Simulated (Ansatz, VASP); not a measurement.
# Ni3Se4 (Wilkmanite): VASP beside Ansatz, part 2 of 2

One calculation is typed for both programs; each brings its own data sets and cutoff. How far apart do they land?

VASP 6.6.1 and Ansatz 0.2.0.

So far: Set-up; VASP: single point, PBEsol.

### 3. Ansatz: single point, PBEsol

Level of this step: Ansatz beside VASP: Kohn-Sham DFT, plane waves, PBEsol (Ansatz).

Ansatz runs on its default PAW (the set named soft_2) files.

The same cell, functional, mesh and smearing now go to Ansatz, which takes its cutoff from its data sets.

The input, input.yaml:

```yaml
crystal:
  lattice:
    - [6.070891018, -1.8165, 0.0]
    - [6.070891018, 1.8165, 0.0]
    - [-3.1519490422, 0.0, 5.3277952984]
  atoms:
    - { symbol: Se, position: [0.62467, 0.62467, 0.29134] }
    - { symbol: Se, position: [0.37533, 0.37533, 0.70866] }
    - { symbol: Se, position: [0.12467, 0.12467, 0.79134] }
    - { symbol: Se, position: [0.87533, 0.87533, 0.20866] }
    - { symbol: Ni, position: [0.25, 0.25, 0.25], spin: 1.0 }
    - { symbol: Ni, position: [0.75, 0.75, 0.75], spin: -1.0 }
    - { symbol: Ni, position: [0.0, 0.0, 0.0], spin: 1.0 }
hamiltonian:
  xc: pbesol
  pseudopotentials: { kind: paw }
magnetization:
  spin_polarized: true
kpoints:
  mp_grid: { grid: [5, 5, 3] }
scf:
  occupations: { method: gaussian, width: 0.05 }
  n_extra_bands: 8
output:
  forces: true
  stress: true
  eigenvalues: true
  write_density: true
  write_potential: true
  elf: true
  volumetric_format: npy
```

Started as:

```bash
> ansatz run input.yaml --threads 4 --pin off --max-ram 9216MiB --backend cpu --events-out ev --progress --plain --runs-dir out
```

Numbers of over 12 decimals in the logs are rounded to 6 here.

The program printed:

```text
Warning: the band count 67 (scf.n_extra_bands) hosts the net moment |M| = 1.0000 μB (N_el = 118) but caps the reachable moment at 2·n_bands − N_el = 16.0000 μB, below the 73 bands that the automatic rule leaves for it — a moment growing past the seed, or the majority channel's smearing tail, pins there with fewer empty majority states than that count leaves; raise or omit scf.n_extra_bands unless the cap is intended
scf.n_extra_bands = 8 over 59 filled bands (N_el = 118.0): the run solves 67 bands
Engine: ansatz 0.2.0, x86_64-unknown-linux-gnu
Pseudopotentials: kind: paw
Pseudopotential: Se, paw, valence charge 16, recommended cutoff 420 eV (normal), Se.paw.azcp
Pseudopotential: Ni, paw, valence charge 18, recommended cutoff 420 eV (normal), Ni.paw.azcp
Functional definition: PBEsol
  exchange = pbesol_x
  correlation = pbesol_c
Crystal: 7 atoms, lattice volume = 117.507 Å³
Basis set: ecut = 420 eV, 2301 PW (Γ), exchange–correlation on 90×90×90 points (8 copies of the dense FFT grid, shifted against one another)
Bands: 67, of which v1, the nominal top of the filled ones, is band 59 counted from 1 (58 counted from 0)
Symmetry: 2 space group operations
Space group: Cm (ITA 8), of the structure as read, at distance tolerance 4.9e-5 Å
Magnetic group: BNS 8.32 (UNI 39), of the structure as read, at distance tolerance 4.9e-5 Å
k-points: 24 of 75 (time reversal used)
Non-local potential: Se, projectors of the file, l = 0: 2, l = 1: 2, l = 2: 3, l = 3: 1
Non-local potential: Ni, projectors of the file, l = 0: 3, l = 1: 2, l = 2: 3, l = 3: 1
PAW form: soft (Blöchl's): semilocal exchange-correlation on the pseudo side does not see the compensation charge
PAW frozen core: Se, regenerated for the run's functional, and the local potential with it (the file was generated under x = pbe(κ = 0.804, μ = 0.219515), c = pbe(β = 0.066725))
PAW frozen core: Ni, regenerated for the run's functional, and the local potential with it (the file was generated under x = pbe(κ = 0.804, μ = 0.219515), c = pbe(β = 0.066725))
PAW one-centre angular grid: Se, 590 points (default); XC on 64 Gauss nodes
PAW one-centre angular grid: Ni, 590 points (default); XC on 64 Gauss nodes
Initial density: superposition of atomic densities (chi_scale 0.1, normalization cell)
Starting moments: Σ|m| = 3 μB on 3 of 7 sites
Initial wavefunctions: pseudopotential atomic-orbital guess
Functional: x = pbesol(κ = 0.804, μ = 0.123457), c = pbesol(β = 0.046)
iter 1 solved again at ethr=1.07e-3 eV; its pass at ethr=3.10e-3 eV (dr2=1.26e0 eV) is discarded
SCF iter   1: F=—  HF=-39108.684010 eV  |F-HF|=—  |Δ(HF+E_count)|=         —  Δρ=6.05e-2 (↑5.38e-2 ↓6.05e-2)  dr2=1.28e0  dr2_m=3.04e0  M=0.135 μB ∫|m|=0.869 μB  β_m=0.30  ethr=1.07e-3  ⟨swp⟩=1.0  Hψ=14496  notcnv=0
Mixer restart at iter 1: flushing history
preconditioner: auto → Kerker (q_TF=auto, 2.730 Å⁻¹)  [metal: Δε(μ)=0.016 eV  Ē_g=7.320 eV  σ=0.050 eV  W_gap=0.17  n_scr=38 (ndim 8)  ℏωp=25.2 eV  f_vac=0.013  D(μ)=6.32/eV (n_scr^D=50)]
spin=Collinear: Kerker preconditioning applied to the charge; magnetization (m = ρ↑ − ρ↓) channel mixes plain (no charge-response kernel on spin).
SCF iter   2: F=—  HF=-39110.578691 eV  |F-HF|=—  |Δ(HF+E_count)|=    1.89e0  Δρ=5.17e-2 (↑4.29e-2 ↓5.17e-2)  dr2=1.63e0  dr2_m=2.05e0  M=0.089 μB ∫|m|=0.631 μB  β_m=0.61  ethr=1.07e-3  ⟨swp⟩=2.0  Hψ=3586  notcnv=0
SCF iter   3: F=—  HF=-39114.230149 eV  |F-HF|=—  |Δ(HF+E_count)|=    3.65e0  Δρ=2.12e-2 (↑2.12e-2 ↓1.87e-2)  dr2=7.30e-1  dr2_m=3.93e-2  M=-0.001 μB ∫|m|=0.142 μB  β_m=0.58  ethr=1.07e-3  ⟨swp⟩=4.3  Hψ=7124  notcnv=0  defer=47
SCF iter   4: F=—  HF=-39113.849069 eV  |F-HF|=—  |Δ(HF+E_count)|=   3.81e-1  Δρ=1.08e-2 (↑1.08e-2 ↓1.00e-2)  dr2=7.23e-1  dr2_m=1.91e-3  M=-0.026 μB ∫|m|=0.052 μB  β_m=0.55  ethr=6.18e-4  ⟨swp⟩=3.0  Hψ=7099  notcnv=0  defer=138
SCF iter   5: F=—  HF=-39113.766358 eV  |F-HF|=—  |Δ(HF+E_count)|=   8.27e-2  Δρ=3.51e-3 (↑3.12e-3 ↓3.51e-3)  dr2=1.16e-1  dr2_m=2.69e-3  M=-0.026 μB ∫|m|=0.062 μB  β_m=0.77  ethr=6.13e-4  ⟨swp⟩=2.0  Hψ=3506  notcnv=0  defer=138
SCF iter   6: F=—  HF=-39113.766500 eV  |F-HF|=—  |Δ(HF+E_count)|=   1.42e-4  Δρ=5.98e-3 (↑5.78e-3 ↓5.98e-3)  dr2=1.05e-1  dr2_m=6.55e-5  M=-0.031 μB ∫|m|=0.036 μB  β_m=0.61  ethr=9.79e-5  ⟨swp⟩=2.8  Hψ=5160  notcnv=0  defer=138
SCF iter   7: F=—  HF=-39113.760212 eV  |F-HF|=—  |Δ(HF+E_count)|=   6.29e-3  Δρ=3.48e-3 (↑3.03e-3 ↓3.48e-3)  dr2=3.67e-2  dr2_m=2.70e-4  M=-0.035 μB ∫|m|=0.037 μB  β_m=0.70  ethr=8.86e-5  ⟨swp⟩=2.1  Hψ=4617  notcnv=0  defer=138
SCF iter   8: F=—  HF=-39113.762761 eV  |F-HF|=—  |Δ(HF+E_count)|=   2.55e-3  Δρ=4.77e-4 (↑3.99e-4 ↓4.77e-4)  dr2=1.42e-3  dr2_m=7.54e-5  M=-0.032 μB ∫|m|=0.033 μB  β_m=0.85  ethr=3.11e-5  ⟨swp⟩=2.0  Hψ=4359  notcnv=0  defer=138
[...]
SCF iter  16: F=—  HF=-39113.762672 eV  |F-HF|=—  |Δ(HF+E_count)|=   1.56e-7  Δρ=2.97e-5 (↑2.47e-5 ↓2.97e-5)  dr2=1.50e-6  dr2_m=3.56e-7  M=-0.023 μB ∫|m|=0.024 μB  β_m=0.93  ethr=8.30e-10  ⟨swp⟩=2.0  Hψ=6010  notcnv=0  defer=138
SCF iter  17: F=—  HF=-39113.762672 eV  |F-HF|=—  |Δ(HF+E_count)|=   1.53e-7  Δρ=2.77e-5 (↑2.77e-5 ↓2.17e-5)  dr2=1.11e-6  dr2_m=3.12e-7  M=-0.022 μB ∫|m|=0.023 μB  β_m=0.90  ethr=8.30e-10  ⟨swp⟩=2.0  Hψ=5961  notcnv=0  defer=138
SCF iter  18: F=—  HF=-39113.762672 eV  |F-HF|=—  |Δ(HF+E_count)|=   5.72e-7  Δρ=3.38e-5 (↑2.36e-5 ↓3.38e-5)  dr2=1.85e-6  dr2_m=2.60e-7  M=-0.020 μB ∫|m|=0.021 μB  β_m=0.21  ethr=8.30e-10  ⟨swp⟩=2.0  Hψ=5951  notcnv=0  defer=138
SCF iter  19: F=—  HF=-39113.762672 eV  |F-HF|=—  |Δ(HF+E_count)|=   6.43e-7  Δρ=1.46e-5 (↑1.41e-5 ↓1.46e-5)  dr2=3.24e-7  dr2_m=1.41e-7  M=-0.018 μB ∫|m|=0.019 μB  β_m=0.57  ethr=8.30e-10  ⟨swp⟩=2.0  Hψ=5451  notcnv=0  defer=138
SCF iter  20: F=—  HF=-39113.762672 eV  |F-HF|=—  |Δ(HF+E_count)|=   9.81e-8  Δρ=1.58e-5 (↑1.58e-5 ↓4.96e-6)  dr2=2.10e-7  dr2_m=8.74e-8  M=-0.012 μB ∫|m|=0.013 μB  β_m=0.49  ethr=2.75e-10  ⟨swp⟩=2.0  Hψ=6060  notcnv=0  defer=138
SCF iter  21: F=—  HF=-39113.762672 eV  |F-HF|=—  |Δ(HF+E_count)|=   1.48e-7  Δρ=7.58e-6 (↑7.40e-6 ↓7.58e-6)  dr2=1.59e-7  dr2_m=1.59e-8  M=-0.006 μB ∫|m|=0.006 μB  β_m=0.85  ethr=1.78e-10  ⟨swp⟩=2.2  Hψ=6072  notcnv=0  defer=138
SCF iter  22: F=—  HF=-39113.762672 eV  |F-HF|=—  |Δ(HF+E_count)|=   5.59e-8  Δρ=5.48e-6 (↑5.48e-6 ↓2.63e-6)  dr2=5.61e-8  dr2_m=4.02e-9  M=-0.003 μB ∫|m|=0.003 μB  β_m=0.78  ethr=1.35e-10  ⟨swp⟩=2.0  Hψ=6035  notcnv=0  defer=138
SCF iter  23: F=—  HF=-39113.762672 eV  |F-HF|=—  |Δ(HF+E_count)|=   7.33e-9  Δρ=3.23e-6 (↑3.23e-6 ↓1.99e-6)  dr2=1.58e-8  dr2_m=4.39e-9  M=-0.003 μB ∫|m|=0.003 μB  β_m=0.89  ethr=4.76e-11  ⟨swp⟩=2.0  Hψ=5507  notcnv=0  defer=138
SCF iter  24: F=—  HF=-39113.762672 eV  |F-HF|=—  |Δ(HF+E_count)|=   1.28e-8  Δρ=2.95e-6 (↑2.95e-6 ↓2.83e-6)  dr2=2.95e-8  dr2_m=4.17e-12  M=0.000 μB ∫|m|=0.000 μB  β_m=0.81  ethr=1.34e-11  ⟨swp⟩=3.0  Hψ=6721  notcnv=0  defer=138
SCF iter  25: F=-39113.762672 eV  HF=-39113.762672 eV  |F-HF|=1.15e-8  |Δ(HF+E_count)|=  1.38e-10  Δρ=1.66e-6 (↑1.66e-6 ↓1.54e-6)  dr2=1.18e-8  dr2_m=4.74e-12  M=-0.000 μB ∫|m|=0.000 μB  ethr=1.34e-11  ⟨swp⟩=10.9  Hψ=22618  notcnv=0
SCF 1 converged in 25 iterations: F = -39113.762672 eV  dr2 = 1.18e-8
  greatest PAW one-centre occupation: 1.001 electrons in one spin orbital (limit 2), on the Ni atom at site 6 (counted from 0), in its partial waves of l = 1
WARN: the starting moments were not kept: the SCF closed with an absolute magnetisation of 1.6e-4 μB, where they sum to 3 μB in size (3 sites). That is at most 0.1 of that sum. Measured as dr2_m measures the in/out step, that magnetisation stands 1.5e-8 eV from none, at or under the dr2_threshold of 1.0e-7 eV: it is no larger than a step whose dr2_m would equal this threshold. The system may hold no moment; this SCF  [...]
SCF converged after 25 iterations
Magnetization: -0.0002 μB (58.9999 up, 59.0001 down)
Absolute magnetization: 0.0002 μB (∫|ρ↑−ρ↓|, with the PAW one-centre terms)
Spin contamination: 0.0000 ħ² per cell (⟨S²⟩ above its minimum at these occupations)
Per-site moments (μB) at R_I (Å): [(-6.4431805331795015e-6, 1.008492), (-6.4063845035482755e-6, 1.008492), (-6.6520144254273765e-6, 1.006268), (-6.622334456016528e-6, 1.006268), (-5.317298494925158e-5, 1.008492), (-4.943382021582354e-5, 1.008492), (-4.877196111438826e-6, 1.006268)]
Free energy (F): -39113.762672 eV
Harris-Foulkes:  -39113.762672 eV  (|F-HF|=1.15e-8)
Internal energy: -39113.752601 eV  (E = F + TS)
E sigma→0 (E₀):  -39113.757636 eV
Entropy (-TS):   -0.010071 eV (-1.439 meV/atom)
Fermi energy:    12.645558 eV
--- Per-component energies (eV) ---
  E_band       = -2448.001631
  E_kinetic    = 1322.115902
  E_local      = -21786.192103  (includes V_loc(G=0)·N_el)
  E_nonlocal   = -441.799753
  E_hartree    = 9951.086704
  E_xc         = -664.845780
  E_vxc        = -718.034698  (∫ρ·V_xc dr)
  E_paw        = -12270.997130  (= ΣΔE_a)
  E_vpaw       = -726.252840  (= ΣTr[D̂ρ^β])
  E_aug_tail   = -0.000886  (compensation charges beyond the density's cutoff)
  E_ewald      = -15227.745222
  E_core_change = 4.625668  (= ΣΔE_core)
  E_smearing   = -0.010071  (= −TS)
  E_closure    = -0.000000  (closes the sum)
  Σ components = -39113.762672   (vs F -39113.762672, Δ=0.00e0)
--- Forces (eV/Å), atoms counted from 1 ---
  atom   1  Se     0.36965107     0.00000000     0.42355818
  atom   2  Se    -0.36965846    -0.00000000    -0.42355801
  atom   3  Se     0.51167431     0.00000000    -0.00836046
  atom   4  Se    -0.51165838    -0.00000000     0.00834542
  atom   5  Ni     0.74341228     0.00000000    -0.37295997
  atom   6  Ni    -0.74341989    -0.00000000     0.37296996
  atom   7  Ni     0.00000226     0.00000000     0.00001123
  max |Σ_I F_I| component: 6.34e-6 eV/Å
--- Stress (GPa, compression-positive) ---
       -5.671667      -0.000000      -0.362328
       -0.000000      -3.441221       0.000000
       -0.362328       0.000000      -4.743766
  P = ⅓ Tr σ = -4.6189 GPa (-46.189 kbar)
--- Band table (eV; the first three rows and the last of 48) ---
  k-point 0 ↑: bands = [... 55 lower, 11.8732, 12.0694, 12.4590, 12.8148, 13.1958, 13.4250, 14.0558, 14.1635, ... 4 higher]
  k-point 1 ↑: bands = [... 55 lower, 11.8645, 12.1952, 12.3032, 12.5337, 13.0102, 13.0235, 13.6272, 14.0635, ... 4 higher]
  k-point 2 ↑: bands = [... 55 lower, 11.5464, 11.8422, 11.9732, 12.9692, 13.3231, 13.5448, 13.9345, 14.2721, ... 4 higher]
  k-point 23 ↓: bands = [... 55 lower, 11.8707, 11.9207, 11.9727, 12.4125, 12.7958, 12.9164, 13.4852, 13.8449, ... 4 higher]
```

Run time: 48 s. Hardware: 4 threads of Intel Xeon at 2.60GHz (Ice Lake), shared host; peak memory 0.87 GiB; 3 min of CPU time.

In the SCF lines HF is the Harris–Foulkes energy and dr2 the Hartree energy of the density residual, in eV; the loop may stop once dr2 is under the threshold and the program's other checks hold. Hψ counts applications of the Hamiltonian.

The run ends at a pressure of -4.62 GPa, with forces up to 0.83 eV/Å.

### 4. Comparison

Known differences besides the PAW data sets themselves: the data sets hold 118 valence electrons in Ansatz (default PAW (the set named soft_2) files) and 54 in VASP; the cutoff is 420 eV in Ansatz and 350 eV in VASP (PREC = Normal); Ansatz makes its cores anew for this functional, VASP keeps those of its PBE data sets. Total energies have different zeros and are not compared.

Both answers:

```
         quantity  Ansatz   VASP  difference
   pressure (GPa)   -4.62  -4.58       -0.04
total moment (μB)    0.00  -0.07       +0.07
```

Forces (eV/Å; atoms numbered as in POSCAR):

```
atom         Ansatz x, y, z           VASP x, y, z
 Se1    0.370, 0.000, 0.424    0.351, 0.000, 0.421
 Se2  -0.370, 0.000, -0.424  -0.351, 0.000, -0.421
 Se3   0.512, 0.000, -0.008   0.502, 0.000, -0.028
 Se4   -0.512, 0.000, 0.008   -0.502, 0.000, 0.028
 Ni5   0.743, 0.000, -0.373   0.743, 0.000, -0.366
 Ni6   -0.743, 0.000, 0.373   -0.743, 0.000, 0.366
 Ni7    0.000, 0.000, 0.000    0.000, 0.000, 0.000
```

The forces differ by 9.2 meV/Å r.m.s., which is 2.7 % of the r.m.s. force of 0.34 eV/Å (both taken over all components). Ansatz's pressure holds a Pulay correction of 0.03 GPa; VASP's holds none.

### 5. Ansatz: single point, PBEsol, DFT+U

A single point gives forces, pressure and levels at one fixed geometry, so differences don't come from the geometry; what else differs is listed under the comparison.

Changes to input.yaml since step 3:

```diff
@@ -16,2 +16,3 @@
   pseudopotentials: { kind: paw }
+  hubbard: { sites: [{ species: Ni, l: d, u_eff: 1.0 }] }
 magnetization:
@@ -27,5 +28 @@
   eigenvalues: true
-  write_density: true
-  write_potential: true
-  elf: true
-  volumetric_format: npy
```

The program printed:

```text
[...]
Se: projections on atomic orbitals take those of the free atom [Ar] 3d10 4s2 4p4, of charge +0.00 (hamiltonian.pseudopotentials.projection_atoms); the dataset's partial waves leave at most 2.3e-6 of an orbital's norm unspanned inside its sphere
[...]
k-point 1 ↑: bands = [... 55 lower, 11.7051, 12.1784, 12.2608, 12.5147, 13.0010, 13.0386, 13.5967, 14.0630, ... 4 higher]
  k-point 2 ↑: bands = [... 55 lower, 11.4295, 11.7254, 11.8260, 12.9459, 13.3461, 13.5576, 13.9384, 14.2745, ... 4 higher]
  k-point 23 ↓: bands = [... 55 lower, 11.7032, 11.7643, 11.7980, 12.2913, 12.6885, 12.8657, 13.4016, 13.7947, ... 4 higher]
Occupation matrices written to <dir>
[key lines of the parts left out:]
SCF converged after 31 iterations
Magnetization: -0.3316 μB (58.8342 up, 59.1658 down)
Free energy (F): -39112.332344 eV
Fermi energy:    12.593995 eV
P = ⅓ Tr σ = -4.6888 GPa (-46.888 kbar)
```

It took 22 s on 4 threads; peak memory 0.83 GiB; 83 s of CPU time.

The run ends at a pressure of -4.69 GPa, with forces up to 0.82 eV/Å.

### 6. VASP: single point, PBEsol, DFT+U

The same cell, functional, mesh and smearing now go to VASP, with its own data sets and cutoff.

The input, INCAR:

```
SYSTEM = Ni3Se4
PREC = Normal
ENCUT = 350
EDIFF = 1E-06
NELM = 150
ISMEAR = 0
SIGMA = 0.05
LREAL = .FALSE.
ALGO = Normal
GGA = PS
NBANDS = 38
ISPIN = 2
MAGMOM = 0 0 0 0 1 -1 1
LDAU = .TRUE.
LDAUTYPE = 2
LDAUL = -1 2
LDAUU = 0 1
LDAUJ = 0 0
LDAUPRINT = 1
LASPH = .TRUE.
LMAXMIX = 4
LORBIT = 11
LWAVE = .FALSE.
LCHARG = .FALSE.
KPAR = 2
AMIX = 0.2
BMIX = 1E-04
AMIX_MAG = 0.8
BMIX_MAG = 1E-04
NEDOS = 1200
```

The input, POSCAR:

```
Ni3Se4
1.0
    6.0708910180     -1.8165000000      0.0000000000
    6.0708910180      1.8165000000      0.0000000000
   -3.1519490422      0.0000000000      5.3277952984
Se Ni
4 3
Direct
    0.6246700000      0.6246700000      0.2913400000
    0.3753300000      0.3753300000      0.7086600000
    0.1246700000      0.1246700000      0.7913400000
    0.8753300000      0.8753300000      0.2086600000
    0.2500000000      0.2500000000      0.2500000000
    0.7500000000      0.7500000000      0.7500000000
    0.0000000000      0.0000000000      0.0000000000
```

The input, KPOINTS:

```
Automatic mesh
0
Gamma
5 5 3
0 0 0
```

PAW data sets: Se and Ni (PBE family, release 64).

Started as:

```bash
> mpirun -np 2 vasp_std
```

The program printed:

```text
[banner, memory and clock lines left out]
running    2 mpi-ranks, on    1 nodes
[...]
[... a notice as in an earlier step ...]

 LDA part: xc-table for (Slater+PW92), standard interpolation
 POSCAR, INCAR and KPOINTS ok, starting setup
[...]
entering main loop
       N       E                     dE             d eps       ncg     rms          rms(c)
DAV:   1     0.349552396760E+03    0.34955E+03   -0.17782E+04  3648   0.111E+03
DAV:   2    -0.451656471429E+00   -0.35000E+03   -0.33433E+03  3780   0.293E+02
DAV:   3    -0.356165913116E+02   -0.35165E+02   -0.33894E+02  4300   0.104E+02
DAV:   4    -0.368095791887E+02   -0.11930E+01   -0.11864E+01  4322   0.197E+01
[...]
DAV:  19    -0.340088444933E+02   -0.62200E-05   -0.21784E-05  4724   0.380E-02    0.117E-02
DAV:  20    -0.340088464004E+02   -0.19071E-05   -0.29479E-05  3038   0.552E-02    0.445E-03
DAV:  21    -0.340088471028E+02   -0.70241E-06   -0.30799E-06  3364   0.163E-02
   1 F= -.34008847E+02 E0= -.34005577E+02  d E =-.653933E-02  mag=    -0.3467
```

Parts of OUTCAR (step 6):

```text
  Total       -4.6236881     -3.0912411     -3.8632626      0.0000000      0.0000000     -0.1745922
  in kB      -63.0425459    -42.1481086    -52.6743817      0.0000000      0.0000000     -2.3805108
  external PRESSURE =     -52.6216787 kB  Pullay stress =       0.0000000 kB

 POSITION                                       TOTAL-FORCE (eV/Angst)
 -----------------------------------------------------------------------------------
      6.66632      0.00000      1.55220         0.356214      0.000000      0.392222
      2.32351      0.00000      3.77560        -0.356250      0.000000     -0.392187
     -0.98055      0.00000      4.21610         0.491507      0.000000      0.009326
      9.97038      0.00000      1.11170        -0.491466      0.000000     -0.009350
      2.24746      0.00000      1.33195         0.717102      0.000000     -0.370543
      6.74237      0.00000      3.99585        -0.717097      0.000000      0.370525
      0.00000      0.00000      0.00000        -0.000011      0.000000      0.000007
 -----------------------------------------------------------------------------------
    total drift:                                0.000000      0.000000     -0.000022

  FREE ENERGIE OF THE ION-ELECTRON SYSTEM (eV)
  ---------------------------------------------------
  free  energy   TOTEN  =       -34.0088471028 eV

  energy  without entropy=      -34.0023077776  energy(sigma->0) =      -34.00557744

 magnetization (x)
# of ion       s       p       d       tot
------------------------------------------
    1       -0.003  -0.009  -0.001  -0.012
    2       -0.003  -0.009  -0.001  -0.012
    3       -0.003  -0.008  -0.000  -0.012
    4       -0.003  -0.008  -0.000  -0.012
    5       -0.000  -0.001  -0.137  -0.139
    6       -0.000  -0.001  -0.137  -0.138
    7       -0.002  -0.004   0.022   0.016
--------------------------------------------------
tot         -0.014  -0.040  -0.254  -0.308

[... 2 parts as in an earlier step ...]

[... 1 further part left out ...]
[key lines of the parts left out:]
E-fermi :   6.2524
```

The magnetic state follows from one typed start and may not be the lowest.

### 7. Comparison

What differs besides the data sets and the points named for the pairs above, as far as they apply: U acts on the PAW sphere in VASP and on atomic orbitals in Ansatz, so only states and trends compare; site moments are counted in spheres of each program's own size. Total energies have different zeros and are not compared.

Both answers:

```
          quantity  Ansatz   VASP  difference
    pressure (GPa)   -4.69  -5.26       +0.57
 total moment (μB)   -0.33  -0.35       +0.02
moment on Ni5 (μB)   -0.14  -0.14        0.00
moment on Ni6 (μB)   -0.14  -0.14        0.00
```

Forces (eV/Å; atoms numbered as in POSCAR):

```
atom         Ansatz x, y, z           VASP x, y, z
 Se1    0.356, 0.000, 0.411    0.356, 0.000, 0.392
 Se2  -0.356, 0.000, -0.411  -0.356, 0.000, -0.392
 Se3   0.499, 0.000, -0.007    0.492, 0.000, 0.009
 Se4   -0.499, 0.000, 0.007  -0.491, 0.000, -0.009
 Ni5   0.738, 0.000, -0.366   0.717, 0.000, -0.371
 Ni6   -0.738, 0.000, 0.366   -0.717, 0.000, 0.371
 Ni7    0.000, 0.000, 0.000    0.000, 0.000, 0.000
```

The forces differ by 10 meV/Å r.m.s., which is 3.1 % of the r.m.s. force of 0.33 eV/Å (both taken over all components).

### 8. What came out

| Item | Value |
| --- | --- |
| r.m.s. force difference (single point, PBEsol) | 2.7 % of the r.m.s. force |
| difference in total moment (single point, PBEsol, DFT+U) | 0.015 μB |

**Reading.** The r.m.s. force difference is 2.7 % of the r.m.s. force (single point, PBEsol), within the 3 % picked in this series as the mark of a large difference. How closely two codes agree says nothing of how well the functional describes the real material.

[Lines on the potential files, build, host, timing and source positions are cut from VASP's logs without a mark.]

[Logs are printed without paths, hosts, clocks, repeated set-up lines and the standing remarks that a program may print on its own settings, such as how far it seeks lower states.]

[Hosts, paths, dates, database ids (printed as entryN), source tags and the programs' standing remarks are cut or masked in the printed files.]
